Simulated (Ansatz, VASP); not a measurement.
## CsAsF6 (CsAsF6 (R-3)): VASP beside Ansatz

One calculation is typed for both programs; each brings its own data sets and cutoff. How far apart do they land? The structure shown is the end of the Ansatz relaxation below.

Calculated with Ansatz 0.2.0; plane waves, with VASP 6.6.1 beside it; single point at PBEsol.

## (1) Set-up

The structure is trigonal, space group R-3 (No. 148). The conventional cell has a = 7.823 Å, b = 7.823 Å, c = 7.916 Å, α = 90.00°, β = 90.00°, γ = 120.00°. Nearest to Cs lie 12 F at 3.14 to 3.26 Å. Nearest to As lie 6 F at 1.75 Å. F has 1 As at 1.75 Å and 2 Cs at 3.14 to 3.26 Å nearest. Farther neighbours and most contacts between anions are not listed.

Coordinates:

```cif
data_structure
_symmetry_space_group_name_H-M 'P 1'
_symmetry_Int_Tables_number 1
_cell_length_a 5.2310
_cell_length_b 5.2310
_cell_length_c 5.2310
_cell_angle_alpha 96.794
_cell_angle_beta 96.794
_cell_angle_gamma 96.794
_cell_volume 139.86
loop_
_atom_site_label
_atom_site_type_symbol
_atom_site_fract_x
_atom_site_fract_y
_atom_site_fract_z
_atom_site_occupancy
Cs1 Cs 0.50000 0.50000 0.50000 1
As2 As 0.00000 0.00000 0.00000 1
F3 F 0.19740 0.26705 0.92251 1
F4 F 0.26705 0.92251 0.19740 1
F5 F 0.07749 0.80260 0.73295 1
F6 F 0.73295 0.07749 0.80260 1
F7 F 0.80260 0.73295 0.07749 1
F8 F 0.92251 0.19740 0.26705 1
```

## (2) Ansatz: relaxation, PBEsol

Ansatz runs on its default PAW (the set named soft_2) files.

This run makes the geometry at which the two programs are then compared.

Input file input.yaml:

```yaml
crystal:
  lattice:
    - [3.8558598, 2.2261817, 2.6220499]
    - [-3.8558598, 2.2261817, 2.6220499]
    - [0.0, -4.4523634, 2.6220499]
  atoms:
    - { symbol: Cs, position: [0.5, 0.5, 0.5] }
    - { symbol: As, position: [1.0, 0.0, 0.0] }
    - { symbol: F, position: [0.18959736, 0.2754783, 0.92234457] }
    - { symbol: F, position: [0.2754783, 0.92234457, 0.18959736] }
    - { symbol: F, position: [0.07765543, 0.81040264, 0.7245217] }
    - { symbol: F, position: [0.7245217, 0.07765543, 0.81040264] }
    - { symbol: F, position: [0.81040264, 0.7245217, 0.07765543] }
    - { symbol: F, position: [0.92234457, 0.18959736, 0.2754783] }
basis:
  ecutwfc: 420
  xc_grid: 2
hamiltonian:
  xc: pbesol
kpoints:
  mp_grid: { grid: [6, 6, 6] }
scf:
  occupations: { method: fixed }
  max_iter: 100
relax:
  f_tol: 0.005
  max_steps: 60
  cell: {}
output:
  forces: true
  stress: true
checkpoint:
  write: "../cell.run"
  compress: false
  write_wavefunctions: false
  write_every: 100000
```

Command:

```
ansatz run input.yaml --threads 4 --pin off --max-ram 7536MiB --backend cpu --events-out ev --progress --plain --runs-dir out
```

Numbers of over 12 decimals in the logs are rounded to 6 here.

What it wrote:

```text
Engine: ansatz 0.2.0, aarch64-unknown-linux-gnu
Pseudopotentials: kind: paw
Pseudopotential: Cs, paw, valence charge 9, recommended cutoff 420 eV (normal), Cs.paw.azcp
Pseudopotential: As, paw, valence charge 15, recommended cutoff 420 eV (normal), As.paw.azcp
Pseudopotential: F, paw, valence charge 7, recommended cutoff 420 eV (normal), F.paw.azcp
Functional definition: PBEsol
  exchange = pbesol_x
  correlation = pbesol_c
Crystal: 8 atoms, lattice volume = 135.044 Å³
Basis set: ecut = 420 eV, 2655 PW (Γ), exchange–correlation on 72×72×72 points (8 copies of the dense FFT grid, shifted against one another)
Bands: 41, of which v1, the nominal top of the filled ones, is band 33 counted from 1 (32 counted from 0)
Symmetry: 6 space group operations
Space group: R-3 (ITA 148), of the structure as read, at distance tolerance 5.1e-5 Å
k-points: 40 of 216
Non-local potential: Cs, projectors of the file, l = 0: 3, l = 1: 2, l = 2: 2, l = 3: 2
Non-local potential: As, projectors of the file, l = 0: 2, l = 1: 2, l = 2: 3, l = 3: 1
Non-local potential: F, projectors of the file, l = 0: 2, l = 1: 2, l = 2: 1
PAW form: soft (Blöchl's): semilocal exchange-correlation on the pseudo side does not see the compensation charge
PAW frozen core: Cs, regenerated for the run's functional, and the local potential with it (the file was generated under x = pbe(κ = 0.804, μ = 0.219515), c = pbe(β = 0.066725))
PAW frozen core: As, regenerated for the run's functional, and the local potential with it (the file was generated under x = pbe(κ = 0.804, μ = 0.219515), c = pbe(β = 0.066725))
PAW frozen core: F, regenerated for the run's functional, and the local potential with it (the file was generated under x = pbe(κ = 0.804, μ = 0.219515), c = pbe(β = 0.066725))
PAW one-centre angular grid: Cs, 194 points (default); XC on 64 Gauss nodes
PAW one-centre angular grid: As, 590 points (default); XC on 64 Gauss nodes
PAW one-centre angular grid: F, 110 points (default); XC on 64 Gauss nodes
Initial density: superposition of atomic densities (neutral atoms: chi_scale 0, normalization atom), corrected by the library's trained network
Initial wavefunctions: pseudopotential atomic-orbital guess
Functional: x = pbesol(κ = 0.804, μ = 0.123457), c = pbesol(β = 0.046)
SCF iter   1: F=—  HF=-15204.605560 eV  |F-HF|=—  |Δ(HF+E_count)|=         —  Δρ=1.10e-2  dr2=9.81e-2  ethr=1.77e-3  ⟨swp⟩=5.0  Hψ=6720  notcnv=0  defer=223
preconditioner: auto → Resta (q_TF=auto, 2.421 Å⁻¹)  ε∞=2.9  [insulator: Δε(μ)=5.638 eV  Ē_g=17.200 eV  n_scr=26 (ndim 8)  ℏωp=23.9 eV  f_vac=0.211  ε∞_Penn≈2.9]
SCF iter   2: F=—  HF=-15204.575232 eV  |F-HF|=—  |Δ(HF+E_count)|=   3.03e-2  Δρ=1.43e-3  dr2=8.95e-4  ethr=1.49e-4  ⟨swp⟩=2.0  Hψ=2999  notcnv=0  defer=239
SCF iter   3: F=—  HF=-15204.575196 eV  |F-HF|=—  |Δ(HF+E_count)|=   3.65e-5  Δρ=5.61e-4  dr2=2.30e-4  ethr=1.36e-6  ⟨swp⟩=2.0  Hψ=2959  notcnv=0  defer=199
automatic band count: iteration 3 solves 40 bands in place of 41: the levels show a gap, and the empty bands left out lie too high to hold charge; the band table lists the bands solved (type scf.n_extra_bands for more)
SCF iter   4: F=—  HF=-15204.575322 eV  |F-HF|=—  |Δ(HF+E_count)|=   1.26e-4  Δρ=1.92e-4  dr2=3.26e-5  ethr=3.49e-7  ⟨swp⟩=2.0  Hψ=1694  notcnv=0  defer=169
SCF iter   5: F=—  HF=-15204.575224 eV  |F-HF|=—  |Δ(HF+E_count)|=   9.74e-5  Δρ=3.35e-5  dr2=1.58e-6  ethr=4.94e-8  ⟨swp⟩=2.0  Hψ=2405  notcnv=0  defer=52
SCF iter   6: F=-15204.575226 eV  HF=-15204.575226 eV  |F-HF|=3.39e-8  |Δ(HF+E_count)|=   1.59e-6  Δρ=4.64e-6  dr2=2.80e-8  ethr=1.52e-10  ⟨swp⟩=4.0  Hψ=5682  notcnv=0
SCF 1 converged in 6 iterations: F = -15204.575226 eV  dr2 = 2.80e-8
  greatest PAW one-centre occupation: 1.000 electrons in one spin orbital (limit 2), on the As atom at site 1 (counted from 0), in its partial waves of l = 2
relax step   1: F+E_penalty+E_count = -15204.57522593 eV  Δ(F+E_penalty+E_count) = +0.000e0 eV  max|allowed force component| = 1.356e-1 eV/Å  Δτ_max = 0.0000 Å  P = +1.173 GPa  Ω = 135.044 Å³  (6 SCF iters, dr2 threshold 1.00e-7 eV, accepted)
[...]
relax step   7: F+E_penalty+E_count = -15204.58133956 eV  Δ(F+E_penalty+E_count) = +3.668e-3 eV  max|allowed force component| = 6.251e-3 eV/Å  Δτ_max = 0.0218 Å  P = +0.026 GPa  Ω = 139.317 Å³  energy of the carried Pulay correction = -4.699e-3 eV  (6 SCF iters, dr2 threshold 8.53e-8 eV, accepted)
[...]
relax step   8: F+E_penalty+E_count = -15204.57934487 eV  Δ(F+E_penalty+E_count) = +1.995e-3 eV  max|allowed force component| = 2.321e-3 eV/Å  Δτ_max = 0.0095 Å  P = -0.011 GPa  Ω = 139.862 Å³  energy of the carried Pulay correction = -6.809e-3 eV  (7 SCF iters, dr2 threshold 2.44e-9 eV, accepted)
[...]
relax step   9: F+E_penalty+E_count = -15204.58658078 eV  Δ(F+E_penalty+E_count) = -7.236e-3 eV  max|allowed force component| = 1.874e-3 eV/Å  Δτ_max = 0.0000 Å  P = +0.037 GPa  Ω = 139.862 Å³  stress off target by 4.70e-2 GPa  SCF on the basis re-selected at this cell (its energy is not comparable with the rows above)  (6 SCF iters)
basis re-selected at this cell: Δ(F+E_penalty+E_count) = -7.236e-3 eV, ΔP = +0.048 GPa vs the last step (what re-selecting the basis moved, of the pressure what is left beyond the Pulay correction that the steps carried, after the strain that the cell walked since its last selection, with what the two solves' SCF thresholds leave and, on support functions, any second-order correction that the steps lacked; it is no m [...]
SCF converged after 6 iterations
Free energy (F): -15204.586581 eV
Harris-Foulkes:  -15204.586581 eV  (|F-HF|=4.00e-11)
Internal energy: -15204.586581 eV  (E = F + TS)
E sigma→0 (E₀):  -15204.586581 eV
Fermi energy:    0.117695 eV
--- Per-component energies (eV) ---
  E_band       = -716.487928
  E_kinetic    = 1482.089663
  E_local      = -8050.398399  (includes V_loc(G=0)·N_el)
  E_nonlocal   = -185.879930
  E_hartree    = 3524.505774
  E_xc         = -719.818058
  E_vxc        = -809.871078  (∫ρ·V_xc dr)
  E_paw        = -7948.119764  (= ΣΔE_a)
  E_vpaw       = -201.452339  (= ΣTr[D̂ρ^β])
  E_aug_tail   = 0.012190  (compensation charges beyond the density's cutoff)
  E_ewald      = -3308.343303
  E_core_change = 1.365245  (= ΣΔE_core)
  E_smearing   = -0.000000  (= −TS)
  E_closure    = -0.000000  (closes the sum)
  Σ components = -15204.586581   (vs F -15204.586581, Δ=0.00e0)
--- Forces (eV/Å), atoms counted from 1 ---
  atom   1  Cs     0.00000000     0.00000000    -0.00000000
  atom   2  As     0.00000000    -0.00000000     0.00000000
  atom   3  F      0.00062932    -0.00180076    -0.00058308
  atom   4  F     -0.00187416     0.00035538    -0.00058308
  atom   5  F     -0.00124485    -0.00144538     0.00058308
  atom   6  F      0.00187416    -0.00035538     0.00058308
  atom   7  F     -0.00062932     0.00180076     0.00058308
  atom   8  F      0.00124485     0.00144538    -0.00058308
  max |Σ_I F_I| component: 2.39e-18 eV/Å
--- Stress (GPa, compression-positive) ---
        0.046966      -0.000000      -0.000000
        0.000000       0.046966       0.000000
        0.000000       0.000000       0.017315
  P = ⅓ Tr σ = 0.0371 GPa (0.371 kbar)
--- Relaxed structure (7 steps of the walk, 7 accepted, 2 SCFs on fresh bases) ---
  F+E_penalty+E_count = -15204.58658078 eV   max|allowed force component| = 1.874e-3 eV/Å   (the final SCF, on the basis selected at the relaxed cell)
  cell:  # Å, volume = 139.8623 Å³
    - [3.911582, 2.258353, 2.638792]
    - [-3.911582, 2.258353, 2.638792]
    - [1.1089844463656676e-18, -4.516705, 2.638792]
  atoms:
    - { symbol: Cs, position: [0.500000, 0.500000, 0.500000] }
    - { symbol: As, position: [1.0, 0.0, -5.551115123125783e-17] }
    - { symbol: F, position: [0.197396, 0.267046, 0.922508] }
    - { symbol: F, position: [0.267046, 0.922508, 0.197396] }
    - { symbol: F, position: [0.077492, 0.802604, 0.732954] }
    - { symbol: F, position: [0.732954, 0.077492, 0.802604] }
    - { symbol: F, position: [0.802604, 0.732954, 0.077492] }
    - { symbol: F, position: [0.922508, 0.197396, 0.267046] }
```

The column dr2 measures how far the density is from self-consistency, as an energy; F and HF (Harris–Foulkes) agree once it is small.

## (3) VASP: single point, PBEsol

The same cell, functional and mesh now go to VASP, with its own data sets and cutoff.

Lines of VASP's logs that name or quote its potential files are left out, and so is its time.

Input file INCAR:

```
SYSTEM = CsAsF6
PREC = Accurate
ENCUT = 520
EDIFF = 1E-06
NELM = 100
ISMEAR = 0
SIGMA = 0.01
LREAL = .FALSE.
ALGO = Normal
GGA = PS
NBANDS = 36
LORBIT = 11
LWAVE = .FALSE.
LCHARG = .FALSE.
KPAR = 8
ISIF = 2
```

Input file POSCAR:

```
CsAsF6
1.0
    3.9115815396      2.2583526548      2.6387923915
   -3.9115815396      2.2583526548      2.6387923915
    0.0000000000     -4.5167053097      2.6387923915
Cs As F
1 1 6
Direct
    0.5000000000      0.5000000000      0.5000000000
    0.0000000000      0.0000000000      0.0000000000
    0.1973959153      0.2670457360      0.9225082571
    0.2670457360      0.9225082571      0.1973959153
    0.0774917429      0.8026040847      0.7329542640
    0.7329542640      0.0774917429      0.8026040847
    0.8026040847      0.7329542640      0.0774917429
    0.9225082571      0.1973959153      0.2670457360
```

Input file KPOINTS:

```
Automatic mesh
0
Gamma
6 6 6
0 0 0
```

PAW data sets: Cs_sv, As and F (PBE family, release 64).

Command:

```
mpirun -np 8 vasp_std
```

What it wrote:

```text
[banner, memory and clock lines left out]
running    8 mpi-ranks, on    1 nodes
 distrk:  each k-point on    1 cores,    8 groups
 distr:  one band on    1 cores,    1 groups

 POSCAR found type information on POSCAR CsAsF
 POSCAR found :  3 types and       8 ions
|                                                                             |
|           W    W    AA    RRRRR   N    N  II  N    N   GGGG   !!!           |
|           W    W   A  A   R    R  NN   N  II  NN   N  G    G  !!!           |
|           W    W  A    A  R    R  N N  N  II  N N  N  G       !!!           |
|           W WW W  AAAAAA  RRRRR   N  N N  II  N  N N  G  GGG   !            |
|           WW  WW  A    A  R   R   N   NN  II  N   NN  G    G                |
|           W    W  A    A  R    R  N    N  II  N    N   GGGG   !!!           |
|                                                                             |
|     For optimal performance we recommend to set                             |
|       NCORE = 2 up to number-of-cores-per-socket                            |
|     NCORE specifies how many cores store one orbital (NPAR=cpu/NCORE).      |
|     This setting can greatly improve the performance of VASP for DFT.       |
|     The default, NCORE=1 might be grossly inefficient on modern             |
|     multi-core architectures or massively parallel machines. Do your        |
|     Unfortunately you need to use the default for GW and RPA                |
|     calculations (for HF NCORE is supported but not extensively tested      |
|     yet).                                                                   |
|                                                                             |

|                                                                             |
|               ----> ADVICE to this user running VASP <----                  |
|                                                                             |
|     You enforced a specific xc type in the INCAR file but a different       |
|     [... a line on the potential file left out ...]
|     I HOPE YOU KNOW WHAT YOU ARE DOING!                                     |
|                                                                             |

 LDA part: xc-table for (Slater+PW92), standard interpolation
 POSCAR, INCAR and KPOINTS ok, starting setup
 FFT: planning ... GRIDC
 FFT: planning ... GRID_SOFT
 FFT: planning ... GRID
 WAVECAR not read
 entering main loop
       N       E                     dE             d eps       ncg     rms          rms(c)
DAV:   1     0.413671254630E+03    0.41367E+03   -0.30487E+04  2880   0.144E+03
DAV:   2    -0.141946667230E+02   -0.42787E+03   -0.41867E+03  3488   0.330E+02
DAV:   3    -0.409497806173E+02   -0.26755E+02   -0.26668E+02  3408   0.885E+01
DAV:   4    -0.411883026153E+02   -0.23852E+00   -0.23828E+00  3512   0.927E+00
DAV:   5    -0.411908666171E+02   -0.25640E-02   -0.25635E-02  3524   0.907E-01    0.130E+01
DAV:   6    -0.375904215490E+02    0.36004E+01   -0.13361E+01  3508   0.218E+01    0.530E+00
DAV:   7    -0.375223731357E+02    0.68048E-01   -0.89778E-01  3472   0.498E+00    0.267E+00
DAV:   8    -0.374862465013E+02    0.36127E-01   -0.10445E-01  3824   0.235E+00    0.503E-01
DAV:   9    -0.374863229377E+02   -0.76436E-04   -0.13880E-02  3476   0.689E-01    0.180E-01
DAV:  10    -0.374870606432E+02   -0.73771E-03   -0.19136E-03  3584   0.270E-01    0.835E-02
DAV:  11    -0.374872243319E+02   -0.16369E-03   -0.22212E-04  3412   0.829E-02    0.351E-02
DAV:  12    -0.374872619804E+02   -0.37649E-04   -0.32847E-05  3452   0.371E-02    0.726E-03
DAV:  13    -0.374872671511E+02   -0.51707E-05   -0.64980E-06  3340   0.151E-02    0.244E-03
DAV:  14    -0.374872673628E+02   -0.21167E-06   -0.63660E-07  2604   0.486E-03
   1 F= -.37487267E+02 E0= -.37487267E+02  d E =-.464285E-12
```

(Part 1 of 2 ends here.)

[Lines on the potential files, build, host, timing and source positions are cut from VASP's logs without a mark.]

[Logs are printed without paths, hosts, clocks, repeated set-up lines and the standing remarks that a program may print on its own settings, such as how far it seeks lower states.]

[Hosts, paths, dates, database ids (printed as entryN), source tags and the programs' standing remarks are cut or masked in the printed files.]
